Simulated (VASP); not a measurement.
# Mg2PbN2 (P-3m1) in VASP: single point with PBE

Aim: the single point of Mg2PbN2 with PBE.

Everything below comes from runs of VASP 6.6.1. Logs are shortened: lines on timing, memory, paths and dates and some standing lists are left out, and cuts for length are marked.

### Step 1. The crystal as given

Symmetry: P-3m1, No. 164, trigonal system. The conventional cell has a = 3.627 Å, b = 3.627 Å, c = 6.566 Å, α = 90.00°, β = 90.00°, γ = 120.00°. Mg (site symmetry 3m) is surrounded by 4 N at 2.14 to 2.24 Å. Pb (site symmetry -3m) has 6 N at 2.86 Å and 6 Mg at 3.16 Å as nearest neighbours. Around N (site symmetry 3m) lie 4 Mg at 2.14 to 2.24 Å.

The cell comes from a database or a generator and needn't be the stable form of this composition.

### Step 2. Single point, PBE

Contents of INCAR:

```
SYSTEM = Mg2PbN2
ALGO = Normal
EDIFF = 1E-6
ENCUT = 520
GGA = PE
ISIF = 2
ISMEAR = 0
LASPH = .True.
LCHARG = .False.
LREAL = .False.
LWAVE = .False.
NBANDS = 22
NELM = 100
PREC = Accurate
SIGMA = 0.01
```

Contents of KPOINTS:

```
k-points
0
Gamma
  6 6 3
  0 0 0
```

Contents of POSCAR:

```
Mg2PbN2
1.0
    3.6268640000      0.0000000000      0.0000000000
   -1.8134320000      3.1409560000      0.0000000000
    0.0000000000      0.0000000000      6.5658920000
Mg Pb N
2 1 2
Direct
    0.6666670000      0.3333330000      0.1387760000
    0.3333330000      0.6666670000      0.8612240000
    0.0000000000      0.0000000000      0.5000000000
    0.6666670000      0.3333330000      0.7974550000
    0.3333330000      0.6666670000      0.2025450000
```

Potentials or basis: VASP PAW PBE potentials, release 64 (Mg, Pb_d, N).

Command:

```sh
$ cat potpaw_PBE.64/Mg/POTCAR potpaw_PBE.64/Pb_d/POTCAR potpaw_PBE.64/N/POTCAR > POTCAR
$ mpirun -np 1 vasp_std > vasp.out
```

OUTCAR:

```text
SYSTEM = Mg2PbN2
   EDIFF = 1E-6
   ENCUT = 520
   GGA = PE
   ISIF = 2
   ISMEAR = 0
   LASPH = .True.
   LREAL = .False.
   NELM = 100
   PREC = Accurate

 ion  position               nearest neighbor table
   1  0.667  0.333  0.139-   5 2.14   5 2.14   5 2.14   4 2.24   2 2.78   2 2.78   2 2.78   3 3.16
                             3 3.16   3 3.16
   2  0.333  0.667  0.861-   4 2.14   4 2.14   4 2.14   5 2.24   1 2.78   1 2.78   1 2.78   3 3.16
                             3 3.16   3 3.16
   3  0.000  0.000  0.500-   4 2.86   5 2.86   5 2.86   4 2.86   4 2.86   5 2.86   1 3.16   2 3.16
                             2 3.16   1 3.16   2 3.16   1 3.16
   4  0.667  0.333  0.797-   2 2.14   2 2.14   2 2.14   1 2.24   3 2.86   3 2.86   3 2.86
   5  0.333  0.667  0.203-   1 2.14   1 2.14   1 2.14   2 2.24   3 2.86   3 2.86   3 2.86

  LATTYP: Found a hexagonal cell.
 ALAT       =     3.6268640000
 C/A-ratio  =     1.8103496574

  Lattice vectors:

 A1 = (   3.6268640000,   0.0000000000,   0.0000000000)
 A2 = (  -1.8134320000,   3.1409560000,   0.0000000000)
 A3 = (   0.0000000000,   0.0000000000,   6.5658920000)

Analysis of symmetry for initial positions (statically):
=====================================================================
 Subroutine PRICEL returns:
 Original cell was already a primitive cell.

 Routine SETGRP: Setting up the symmetry group for a
 hexagonal supercell.

 Subroutine GETGRP returns: Found 12 space group operations
 (whereof 12 operations were pure point group operations)
 out of a pool of 24 trial point group operations.

The static configuration has the point symmetry D_3d.

Analysis of symmetry for dynamics (positions and initial velocities):
=====================================================================
 Subroutine PRICEL returns:
 Original cell was already a primitive cell.

 Routine SETGRP: Setting up the symmetry group for a
 hexagonal supercell.

 Subroutine GETGRP returns: Found 12 space group operations
 (whereof 12 operations were pure point group operations)
 out of a pool of 24 trial point group operations.

The dynamic configuration has the point symmetry D_3d.

 Subroutine INISYM returns: Found 12 space group operations
 (whereof 12 operations are pure point group operations),
 and found     1 'primitive' translations

----------------------------------------------------------------------------------------

                                     Primitive cell

  volume of cell :      74.7975

  direct lattice vectors                    reciprocal lattice vectors
     3.626864000  0.000000000  0.000000000     0.275720292  0.159187203  0.000000000
    -1.813432000  3.140956000  0.000000000     0.000000000  0.318374406  0.000000000
     0.000000000  0.000000000  6.565892000     0.000000000  0.000000000  0.152302231

  length of vectors
     3.626864000  3.626863688  6.565892000     0.318374378  0.318374406  0.152302231

  position of ions in fractional coordinates (direct lattice)
     0.666667000  0.333333000  0.138776000
     0.333333000  0.666667000  0.861224000
     0.000000000  0.000000000  0.500000000
     0.666667000  0.333333000  0.797455000
     0.333333000  0.666667000  0.202545000

  ion indices of the primitive-cell ions
   primitive index   ion index
                 1           1
                 2           2
                 3           3
                 4           4
                 5           5

----------------------------------------------------------------------------------------

 KPOINTS: k-points

Automatic generation of k-mesh.
 Grid dimensions read from file:
 generate k-points for:    6    6    3

 Generating k-lattice:

  Cartesian coordinates                     Fractional coordinates (reciprocal lattice)
     0.045953382  0.026531200  0.000000000     0.166666667  0.000000000  0.000000000
     0.000000000  0.053062401  0.000000000     0.000000000  0.166666667  0.000000000
     0.000000000  0.000000000  0.050767410     0.000000000  0.000000000  0.333333333

  Length of vectors
     0.053062396  0.053062401  0.050767410

  Shift w.r.t. Gamma in fractional coordinates (k-lattice)
     0.000000000  0.000000000  0.000000000

 Subroutine IBZKPT returns following result:
 ===========================================

 Found     17 irreducible k-points:

 Following reciprocal coordinates:
            Coordinates               Weight
  0.000000  0.000000  0.000000      1.000000
  0.166667  0.000000  0.000000      6.000000
  0.333333 -0.000000  0.000000      6.000000
  0.500000 -0.000000  0.000000      3.000000
  0.166667  0.166667  0.000000      6.000000
  0.333333  0.166667  0.000000     12.000000
[... 9 lines left out ...]
 -0.166667  0.500000  0.333333     12.000000
  0.333333  0.333333  0.333333      4.000000
   k-points           NKPTS =     17   k-points in BZ     NKDIM =     17   number of bands    NBANDS=     22
   number of dos      NEDOS =    301   number of ions     NIONS =      5
   total plane-waves  NPLWV =  39200
   dimension x,y,z NGX =    28 NGY =   28 NGZ =   50
   dimension x,y,z NGXF=    56 NGYF=   56 NGZF=  100
   ions per type =               2   1   2
   NGX,Y,Z   is equivalent  to a cutoff of  12.83, 12.83, 12.66 a.u.
   NGXF,Y,Z  is equivalent  to a cutoff of  25.67, 25.67, 25.32 a.u.
 SYSTEM =  Mg2PbN2
   PREC   = accura    normal or accurate (medium, high low for compatibility)
   ISTART =      0    job   : 0-new  1-cont  2-samecut
   ICHARG =      2    charge: 1-file 2-atom 10-const
   ISPIN  =      1    spin polarized calculation?
   LNONCOLLINEAR =      F non collinear calculations
   LSORBIT =      F    spin-orbit coupling
   LASPH  =      T    aspherical Exc in radial PAW
   ENCUT  =  520.0 eV  38.22 Ry    6.18 a.u.   6.74  6.74 12.21*2*pi/ulx,y,z
   NELM   =    100;   NELMIN=  2; NELMDL= -5     # of ELM steps
   EDIFF  = 0.1E-05   stopping-criterion for ELM
   LREAL  =      F    real-space projection
   EDIFFG = 0.1E-04   stopping-criterion for IOM
   NSW    =      0    number of steps for IOM
   IBRION =     -1    ionic relax: 0-MD 1-quasi-New 2-CG
   NFREE  =      0    steps in history (QN), initial steepest desc. (CG)
   ISIF   =      2    stress and relaxation
   ISYM   =      2    0-nonsym 1-usesym 2-fastsym
   POTIM  = 0.5000    time-step for ionic-motion
   TEBEG  =    0.0;   TEEND  =   0.0 temperature during run
   PSTRESS=    0.0 pullay stress
   NELECT =      28.0000    total number of electrons
   NUPDOWN=      -1.0000    fix difference up-down
   EMIN   =  10.00;   EMAX   =-10.00  energy-range for DOS
   EFERMI =   0.00;   METHOD = LEGACY
   ISMEAR =     0;   SIGMA  =   0.01  broadening in eV -4-tet -1-fermi 0-gaus
   EFERMI_NEDOS =   21; number of points for ismear=-14 and -15
   IALGO  =     38    algorithm
   IMIX   =      4    mixing-type and parameters
     AMIX     =   0.40;   BMIX     =  1.00
     AMIX_MAG =   1.60;   BMIX_MAG =  1.00
  volume/ion in A,a.u.               =      14.96       100.95
  Fermi-wavevector in a.u.,A,eV,Ry     =   1.179864  2.229619 18.940380  1.392079
  Thomas-Fermi vector in A             =   2.316167
   LORBIT       =      0    0 simple, 1 ext, 2 COOP (PROOUT), +10 PAW based schemes
   GGA     = PE    functional components
   LHFCALC =     F    Hartree Fock is set to
   AEXX    =    0.0000 exact exchange contribution
   IVDW    =     0    specifies the selected vdW correction
   LEPSILON=     F    determine dielectric tensor
   LRPA    =     F    only Hartree local field effects (RPA)
 non-spin polarized calculation
 Gauss-broadening in eV      SIGMA  =   0.01
  energy-cutoff  :      520.00
  volume of cell :       74.80
 maximum number of plane-waves:      2022
 NGX is ok and might be reduce to    28
   NGX = 13   NGY = 13   NGZ = 25

 number of electron      27.9999999 magnetization

 Free energy of the ion-electron system (eV)
  ---------------------------------------------------
  ext. energy  EPLUGINS =         0.00000000
  ---------------------------------------------------
  free energy    TOTEN  =       -24.09979709 eV

  energy without entropy =      -24.09979709  energy(sigma->0) =      -24.09979709

 E-fermi :   5.2716     XC(G=0): -10.3018

 val. band max:        5.1892066874   @ k =   0.0000   0.1667   0.3333
 cond. band min:       5.8238919430   @ k =   0.5000  -0.0000   0.3333
 fundamental gap:      0.6346852556
 Fermi energy:         5.2715662597

 k-point     1 :       0.0000    0.0000    0.0000
  band No.  band energies     occupation
      1     -11.7361      2.00000
      2     -11.7361      2.00000
      3     -11.6883      2.00000
      4     -11.5525      2.00000
      5     -11.5525      2.00000
      6      -8.6665      2.00000
[... 14 lines left out ...]
     21      14.8305      0.00000
     22      15.0886      0.00000

 k-point     2 :       0.1667    0.0000    0.0000
  band No.  band energies     occupation
      1     -11.7502      2.00000
      2     -11.6925      2.00000
      3     -11.6548      2.00000
      4     -11.5926      2.00000
      5     -11.5572      2.00000
      6      -8.4372      2.00000
[... 14 lines left out ...]
     21      14.5238      0.00000
     22      14.7427      0.00000

 k-point     3 :       0.3333   -0.0000    0.0000
  band No.  band energies     occupation
      1     -11.7856      2.00000
      2     -11.6688      2.00000
      3     -11.6161      2.00000
      4     -11.5835      2.00000
      5     -11.5541      2.00000
      6      -7.8803      2.00000
[... 14 lines left out ...]
     21      14.4015      0.00000
     22      15.0595      0.00000
[... 301 lines left out ...]
 k-point    16 :      -0.1667    0.5000    0.3333
  band No.  band energies     occupation
      1     -11.7529      2.00000
      2     -11.6846      2.00000
      3     -11.6269      2.00000
      4     -11.5817      2.00000
      5     -11.5448      2.00000
      6      -7.4214      2.00000
[... 14 lines left out ...]
     21      13.8589      0.00000
     22      14.5255      0.00000

 k-point    17 :       0.3333    0.3333    0.3333
  band No.  band energies     occupation
      1     -11.6739      2.00000
      2     -11.6739      2.00000
      3     -11.6382      2.00000
      4     -11.6382      2.00000
      5     -11.5589      2.00000
      6      -7.1998      2.00000
[... 14 lines left out ...]
     21      14.5698      0.00000
     22      14.5698      0.00000

------------------------ aborting loop because EDIFF is reached ----------------------------------------

  FORCE on cell =-STRESS in cart. coord.  units (eV):
  Direction    XX          YY          ZZ          XY          YZ          ZX
  --------------------------------------------------------------------------------------
  -------------------------------------------------------------------------------------
  Total       -0.1727086     -0.1727085     -0.1969658      0.0000000      0.0000000      0.0000000
  in kB       -3.6994535     -3.6994527     -4.2190478      0.0000000      0.0000000      0.0000000
  external PRESSURE =      -3.8726513 kB  Pullay stress =       0.0000000 kB

 VOLUME and BASIS-vectors are now :
 -----------------------------------------------------------------------------
  energy-cutoff  :      520.00
  volume of cell :       74.80
      direct lattice vectors                 reciprocal lattice vectors
     3.626864000  0.000000000  0.000000000     0.275720292  0.159187203  0.000000000
    -1.813432000  3.140956000  0.000000000     0.000000000  0.318374406  0.000000000
     0.000000000  0.000000000  6.565892000     0.000000000  0.000000000  0.152302231

 POSITION                                       TOTAL-FORCE (eV/Angst)
 -----------------------------------------------------------------------------------
      1.81343      1.04698      0.91119         0.000000     -0.000000      0.004557
     -0.00000      2.09397      5.65470         0.000000      0.000000     -0.004557
      0.00000      0.00000      3.28295         0.000000      0.000000      0.000000
      1.81343      1.04698      5.23600        -0.000000      0.000000      0.001180
     -0.00000      2.09397      1.32989         0.000000     -0.000000     -0.001180
 -----------------------------------------------------------------------------------
    total drift:                                0.000000      0.000000      0.000000

  FREE ENERGIE OF THE ION-ELECTRON SYSTEM (eV)
  ---------------------------------------------------
  free  energy   TOTEN  =       -24.0997970866 eV

  energy  without entropy=      -24.0997970866  energy(sigma->0) =      -24.09979709
```

Run time: 42 s. Hardware: 1 thread of Intel Xeon Platinum 8375C at 2.90GHz (Ice Lake), shared host; peak memory 0.19 GiB.

What came out:

```yaml
Free_energy: -24.0998 eV
Pressure: -0.4 GPa
Largest_force: 0.005 eV/Å
Band_gap_on_the_k_mesh: 0.63 eV, indirect (least direct gap 1.37 eV)
```

Forces on the atoms (eV/Å):
```
Mg   0.000  0.000  0.005
Mg   0.000  0.000 -0.005
Pb   0.000  0.000  0.000
N    0.000  0.000  0.001
N    0.000  0.000 -0.001
```

Levels at points of the mesh, in eV from the valence-band top:
```tsv
k point	band 11	band 12	band 13	band 14	band 15	band 16	band 17	band 18
(0.00, 0.00, 0.00)	-1.16	-1.16	-0.97	-0.97	2.24	4.42	5.56	5.56
(0.50, 0.00, 0.00)	-3.26	-2.12	-1.07	-0.47	0.89	3.49	3.67	3.95
```

Caveat: spin-orbit coupling is left out, which as a rule narrows the gap of such compounds by several tenths of an eV; an odd mesh through Γ misses points on the zone boundary, where band edges often lie.
